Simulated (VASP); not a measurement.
Calculation: optB86b-vdW, VASP's PBE PAW potentials (set 64) (plane waves; VASP).

Input for VASP

INCAR:
```
SYSTEM=La2O3
PREC=Accurate; ENCUT=520; LREAL=F
LASPH=T; ICHARG=11
EDIFF=1E-7; NELM=100; ALGO=Normal
LMAXMIX=6
ISMEAR=0; SIGMA=0.05
GGA=MK; LUSE_VDW=T; AGGAC=0.0
PARAM1=0.1234; PARAM2=1.0
LWAVE=F; LCHARG=F; LORBIT=11
```

### KPOINTS
```
k-points along high-symmetry lines
10
Line-mode
Reciprocal
  0.000000   0.000000   0.000000 ! GAMMA
  0.500000   0.000000   0.000000 ! M

  0.500000   0.000000   0.000000 ! M
  0.333333   0.333333   0.000000 ! K

  0.333333   0.333333   0.000000 ! K
  0.000000   0.000000   0.000000 ! GAMMA

  0.000000   0.000000   0.000000 ! GAMMA
  0.000000   0.000000   0.500000 ! A

  0.000000   0.000000   0.500000 ! A
  0.500000   0.000000   0.500000 ! L

  0.500000   0.000000   0.500000 ! L
  0.333333   0.333333   0.500000 ! H

  0.333333   0.333333   0.500000 ! H
  0.000000   0.000000   0.500000 ! A

  0.500000   0.000000   0.500000 ! L
  0.500000   0.000000   0.000000 ! M

  0.333333   0.333333   0.500000 ! H
  0.333333   0.333333   0.000000 ! K
```

File POSCAR:
```
La2O3
1
    1.9626811342    -3.3994633537     0.0000000000
    1.9626811342     3.3994633537     0.0000000000
    0.0000000000     0.0000000000     6.0855683068
La O
2 3
Direct
  0.3333330000   0.6666670000   0.2451805196
  0.6666670000   0.3333330000   0.7548194804
  0.0000000000   0.0000000000   1.0000000000
  0.3333330000   0.6666670000   0.6461207886
  0.6666670000   0.3333330000   0.3538792114
```

POTCAR, in this order: La O (PBE.64 set). Program: vasp_std. Read from the step before: CHGCAR.

The resulting files:

**OSZICAR**
```
       N       E                     dE             d eps       ncg     rms          rms(c)
DAV:   1     0.445395418846E+03    0.44540E+03   -0.15809E+04  4384   0.258E+03
DAV:   2     0.747787194479E+02   -0.37062E+03   -0.36534E+03  6416   0.397E+02
DAV:   3    -0.183699183874E+02   -0.93149E+02   -0.91983E+02  8368   0.208E+02
DAV:   4    -0.325151287638E+02   -0.14145E+02   -0.14137E+02  7880   0.774E+01
DAV:   5    -0.332650308690E+02   -0.74990E+00   -0.74960E+00  7784   0.199E+01
DAV:   6    -0.333255380477E+02   -0.60507E-01   -0.60504E-01  7840   0.489E+00
DAV:   7    -0.333288968656E+02   -0.33588E-02   -0.33588E-02  8016   0.137E+00
DAV:   8    -0.333291441528E+02   -0.24729E-03   -0.24729E-03  7808   0.367E-01
DAV:   9    -0.333291634639E+02   -0.19311E-04   -0.19311E-04  8048   0.988E-02
DAV:  10    -0.333291652297E+02   -0.17658E-05   -0.17658E-05  7704   0.265E-02
DAV:  11    -0.333291653779E+02   -0.14823E-06   -0.14821E-06  6264   0.812E-03
DAV:  12    -0.333291653890E+02   -0.11086E-07   -0.11119E-07  4576   0.277E-03
   1 F= -.33329165E+02 E0= -.33329165E+02  d E =-.343774E-15
```

OUTCAR:
```
 val. band max:        5.9277486946   @ k =   0.5000   0.0000   0.5000

 cond. band min:       9.7680164714   @ k =   0.3333   0.3333   0.0000



 k-point     1 :       0.0000    0.0000    0.0000
  band No.  band energies     occupation
      1     -23.8527      2.00000
      2     -23.6006      2.00000
      3     -10.9538      2.00000
      4      -9.6625      2.00000
      5      -9.2556      2.00000
      6      -7.2933      2.00000
      7      -7.2932      2.00000
      8      -7.0535      2.00000
      9      -7.0535      2.00000
     10      -6.9550      2.00000
     11      -6.2005      2.00000
     12       3.5413      2.00000
     13       3.5413      2.00000
     14       3.7559      2.00000
     15       3.7559      2.00000
     16       3.8682      2.00000
     17       4.2552      2.00000
     18       5.5302      2.00000
     19       5.5302      2.00000
     20       5.8067      2.00000
     21      10.2044      0.00000
     22      10.5181      0.00000
     23      10.5182      0.00000
     24      11.1466      0.00000

 k-point     2 :       0.0556    0.0000    0.0000
  band No.  band energies     occupation
      1     -23.8472      2.00000
      2     -23.5983      2.00000
      3     -10.9511      2.00000
      4      -9.7267      2.00000
      5      -9.3080      2.00000
      6      -7.3070      2.00000
      7      -7.2410      2.00000
      8      -7.0571      2.00000
      9      -7.0077      2.00000
     10      -6.9623      2.00000
     11      -6.2045      2.00000
     12       3.5760      2.00000
     13       3.5807      2.00000
     14       3.6708      2.00000
     15       3.7753      2.00000
     16       3.8803      2.00000
     17       4.3772      2.00000
     18       5.4825      2.00000
     19       5.5272      2.00000
     20       5.7913      2.00000
     21      10.2459      0.00000
     22      10.5206      0.00000
     23      10.5414      0.00000
     24      11.2474      0.00000

...
```

The density is held fixed in this step, so its total energy and stress have no physical meaning.

The compound is La2O3 in the a-type structure. It was relaxed first.
